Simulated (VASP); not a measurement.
SrTiO3:

```
Sr Ti O
1.0
     3.91270    0.00000    0.00000
     0.00000    3.91270    0.00000
     0.00000    0.00000    3.91270
Sr Ti O
1 1 3
Direct
  0.00000 0.00000 0.00000
  0.50000 0.50000 0.50000
  0.50000 0.00000 0.50000
  0.50000 0.50000 0.00000
  0.00000 0.50000 0.50000
```

The cell is a database's computed one.

* Program: VASP 6.6.1
* Task: relaxation of cell and atoms
* Functional: PBE
* Potentials or basis: VASP PAW PBE potentials, release 64 (Sr_sv, Ti_sv, O)
* Cutoff: 600 eV
* k mesh: 8 × 8 × 8
* Occupations: gaussian, width 0.02 eV
* Spin: no spin polarisation

At the start: pressure 3.6 GPa; volume 11.98 Å³/atom.

Problem. Where does the relaxation end?

Solution. Over 3 steps the energy falls by 2.8 meV/atom and the volume is 12.23 Å³/atom (+2.1 %); space group Pm-3m (No. 221, to 0.05 Å).

The path:
```tsv
step	energy change (eV)	largest force (eV/Å)	pressure (GPa)	volume (Å³)
1	0.0000	0.0000	3.61	59.90
2	-0.0039	0.0000	-2.92	62.27
3	-0.0142	0.0000	-0.02	61.17
```

Final structure:
```
Sr Ti O
1.0
     3.94013    0.00000    0.00000
     0.00000    3.94013    0.00000
     0.00000    0.00000    3.94013
Sr Ti O
1 1 3
Direct
  0.00000 0.00000 0.00000
  0.50000 0.50000 0.50000
  0.50000 0.00000 0.50000
  0.50000 0.50000 0.00000
  0.00000 0.50000 0.50000
```
